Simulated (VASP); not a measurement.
```
CELL_PARAMETERS angstrom
      3.99788     0.00000     0.00000
      0.00000     3.99788     0.00000
      0.00000     0.00000     3.99788
ATOMIC_POSITIONS crystal
  Sc 0.00000 0.00000 0.00000
  Al 0.50000 0.00000 0.50000
  Al 0.00000 0.50000 0.50000
  Al 0.50000 0.50000 0.00000
```

The numbers are results of PBE GGA, VASP's PBE PAW potentials (set 64) (plane waves; VASP), not measurements. Numerical set-up: 300 eV cut-off, 7×7×7 Γ-centred mesh, Fermi-Dirac smearing of 0.10 eV, potentials Sc_sv Al.

At this cut-off the stress carries a Pulay error, which pulls relaxed volumes low.

**Question.** Estimate the energy per atom (σ→0), pressure, band gap (on the k-mesh) with the smallest direct gap where there is one.

**Answer.** 
The band gap (on the k-mesh) is none (metal, semimetal or under 0.01 eV) and the energy per atom (σ→0) comes out as -4.790 eV/atom. The pressure is 7.97 GPa.

The absolute energy has meaning only against runs of the same code, potentials and settings.

The structure comes from a computed database's ScAl3 entry; how it stands against other phases isn't given here. The cell was not relaxed at this level.
